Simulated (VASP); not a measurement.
Method: LDA (Ceperley-Alder, Perdew-Zunger), VASP's LDA PAW potentials (set 64) (plane waves; VASP).

VASP input:

**INCAR**
```
! general
SYSTEM  = Ba(CdAs)2
PREC    = Accurate
ENCUT   = 400
LREAL   = .False.
LASPH   = .True.

! electronic loop
EDIFF   = 1E-6
NELM    = 100
ALGO    = Normal
LMAXMIX = 4

! smearing
ISMEAR  = 0
SIGMA   = 0.05

! ions
IBRION  = 2
NSW     = 60
ISIF    = 3
EDIFFG  = -0.02

! output
LWAVE   = .False.
LCHARG  = .False.
```

### KPOINTS
```
Automatic mesh
0
Gamma
5 5 3
0 0 0
```

POSCAR:
```
Ba(CdAs)2
1.0
  4.4489767292   0.0000000000   0.0000000000
 -2.2244883646   3.8529272828   0.0000000000
  0.0000000000   0.0000000000   7.5512545290
Ba Cd As
1 2 2
Cart
  0.0000000000   0.0000000000   0.0000000000
  2.2244905891   1.2843078100   2.7991418286
 -0.0000022245   2.5686194728   4.7521127004
  2.2244905891   1.2843078100   5.5804174501
 -0.0000022245   2.5686194728   1.9708370789
```

POTCAR, in this order: Ba_sv Cd As (LDA.64 set). Program: vasp_std.

The run wrote:

### OSZICAR
```
       N       E                     dE             d eps       ncg     rms          rms(c)
DAV:   1     0.264792297590E+03    0.26479E+03   -0.18175E+04   624   0.126E+03
DAV:   2    -0.271359773145E+01   -0.26751E+03   -0.26142E+03   694   0.326E+02
DAV:   3    -0.204656027729E+02   -0.17752E+02   -0.17165E+02   814   0.803E+01
DAV:   4    -0.208415381914E+02   -0.37594E+00   -0.37555E+00   870   0.920E+00
DAV:   5    -0.208460321605E+02   -0.44940E-02   -0.44931E-02   828   0.889E-01    0.876E+00
DAV:   6    -0.192871063550E+02    0.15589E+01   -0.53309E+00   714   0.180E+01    0.710E+00
DAV:   7    -0.192269135930E+02    0.60193E-01   -0.10302E+00   692   0.473E+00    0.379E+00
DAV:   8    -0.192134284721E+02    0.13485E-01   -0.94343E-02   748   0.303E+00    0.556E-01
DAV:   9    -0.192107493481E+02    0.26791E-02   -0.18806E-02   728   0.134E+00    0.136E-01
DAV:  10    -0.192106053390E+02    0.14401E-03   -0.13986E-03   716   0.207E-01    0.670E-02
DAV:  11    -0.192105851036E+02    0.20235E-04   -0.25892E-04   846   0.112E-01    0.299E-02
DAV:  12    -0.192105916274E+02   -0.65239E-05   -0.29421E-05   668   0.334E-02    0.104E-02
DAV:  13    -0.192105914528E+02    0.17463E-06   -0.31982E-06   520   0.123E-02
   1 F= -.19210591E+02 E0= -.19210589E+02  d E =-.192106E+02
       N       E                     dE             d eps       ncg     rms          rms(c)
DAV:   1    -0.192131386398E+02   -0.25470E-02   -0.96939E-02   640   0.230E+00    0.274E-01
DAV:   2    -0.192116418664E+02    0.14968E-02   -0.41167E-03   774   0.690E-01    0.132E-01
DAV:   3    -0.192112778477E+02    0.36402E-03   -0.51018E-04   690   0.171E-01    0.841E-02
DAV:   4    -0.192111800337E+02    0.97814E-04   -0.18001E-04   806   0.104E-01    0.163E-02
DAV:   5    -0.192111781929E+02    0.18409E-05   -0.30473E-05   764   0.538E-02    0.121E-02
DAV:   6    -0.192111781579E+02    0.34926E-07   -0.29940E-06   550   0.156E-02
   2 F= -.19211178E+02 E0= -.19211177E+02  d E =-.586705E-03
       N       E                     dE             d eps       ncg     rms          rms(c)
DAV:   1    -0.192113162812E+02   -0.13809E-03   -0.56345E-03   650   0.556E-01    0.657E-02
DAV:   2    -0.192112303527E+02    0.85928E-04   -0.23502E-04   768   0.166E-01    0.319E-02
DAV:   3    -0.192112093301E+02    0.21023E-04   -0.29244E-05   690   0.412E-02    0.204E-02
DAV:   4    -0.192112036538E+02    0.56763E-05   -0.10479E-05   802   0.252E-02    0.396E-03
DAV:   5    -0.192112035326E+02    0.12123E-06   -0.16018E-06   342   0.130E-02
   3 F= -.19211204E+02 E0= -.19211202E+02  d E =-.612080E-03
```

### OUTCAR
```
------------------------ aborting loop because EDIFF is reached ----------------------------------------
  FORCE on cell =-STRESS in cart. coord.  units (eV):
  Direction    XX          YY          ZZ          XY          YZ          ZX
  --------------------------------------------------------------------------------------
  Total        0.0869231      0.0869231      0.0718808      0.0000000      0.0000000     -0.0000000
  in kB        1.0779833      1.0779835      0.8914354      0.0000000      0.0000000     -0.0000000
  external PRESSURE =       1.0158007 kB  Pullay stress =       0.0000000 kB
  volume of cell :      129.19
      direct lattice vectors                 reciprocal lattice vectors
     4.451076456  0.000000000  0.000000000     0.224664755  0.129710243 -0.000000000
    -2.225538228  3.854745700  0.000000000     0.000000000  0.259420485 -0.000000000
     0.000000000  0.000000000  7.529619953     0.000000000 -0.000000000  0.132808828
 POSITION                                       TOTAL-FORCE (eV/Angst)
 -----------------------------------------------------------------------------------
     -2.22554      3.85475      0.00000        -0.000000     -0.000000      0.000000
      2.22554      1.28491      2.79114        -0.000000     -0.000000     -0.016716
     -0.00000      2.56983      4.73848         0.000000      0.000000      0.016716
      2.22554      1.28491      5.56057        -0.000000      0.000000     -0.016062
     -0.00000      2.56983      1.96905         0.000000     -0.000000      0.016062
 -----------------------------------------------------------------------------------
    total drift:                               -0.000000      0.000000      0.000000
  FREE ENERGIE OF THE ION-ELECTRON SYSTEM (eV)
  ---------------------------------------------------
  free  energy   TOTEN  =       -19.2112035326 eV

  energy  without entropy=      -19.2112005349  energy(sigma->0) =      -19.21120203

 reached required accuracy - stopping structural energy minimisation
```
(Selected blocks of OUTCAR.)

File CONTCAR:
```
Ba(CdAs)2
   1.00000000000000
     4.4510764562817400    0.0000000000000000    0.0000000000000000
    -2.2255382281408700    3.8547457003806334    0.0000000000000000
     0.0000000000000000    0.0000000000000000    7.5296199528121761
  Ba              Cd              As
     1     2     2
Direct
     0.0000000000000000    1.0000000000000000    0.0000000000000000
     0.6666669999999968    0.3333330000000032    0.3706885945742779
     0.3333330000000032    0.6666669999999968    0.6293114054257221
     0.6666669999999968    0.3333330000000032    0.7384931069646911
     0.3333330000000032    0.6666669999999968    0.2615068930353090
```

The structure comes from a computed database's BaCd2As2 entry (P-3m1); how it stands against other phases isn't given here. This run relaxes it. Symmetry was kept, so distortions that lower it aren't found. The start is the result of an earlier pass.
